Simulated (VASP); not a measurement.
The cell holds one CaF₂ (fluorite) (111) slab, with vacuum along c, ions free to move until forces fall under 0.03 eV/Å, no reconstruction beyond this cell, dipole correction on. Ionisation potential and electron affinity count from the cell's own band edges, surface states included.

```
CaF2
1.0
    3.85682     0.00000     0.00000
   -1.92841     3.34010     0.00000
    0.00000     0.00000    24.43174
F Ca
6 3
Direct
  0.66667   0.33333   0.33849
  0.33333   0.66667   0.46748
  0.00000   0.00000   0.40369
  0.00000   0.00000   0.59631
  0.66667   0.33333   0.53252
  0.33333   0.66667   0.66151
  0.33333   0.66667   0.37137
  0.00000   0.00000   0.50000
  0.66667   0.33333   0.62863
```

Calculation: r2SCAN meta-GGA, VASP's PBE PAW potentials (set 64) (plane waves; VASP). Run with 450 eV cut-off, 6×6×1 Γ-centred mesh, Gaussian smearing of 0.050 eV, potentials F Ca_sv.

Slab and bulk use different k-meshes, so the surface energy is good to a few per cent at best.

Predict its surface energy, ionisation potential, electron affinity.

* **surface energy**: 31 meV/Å^2
* **ionisation potential**: 8.50 eV
* **electron affinity**: 0.94 eV

The cell is a thin slab with vacuum, built from CaF2 (fluorite): (111) face.
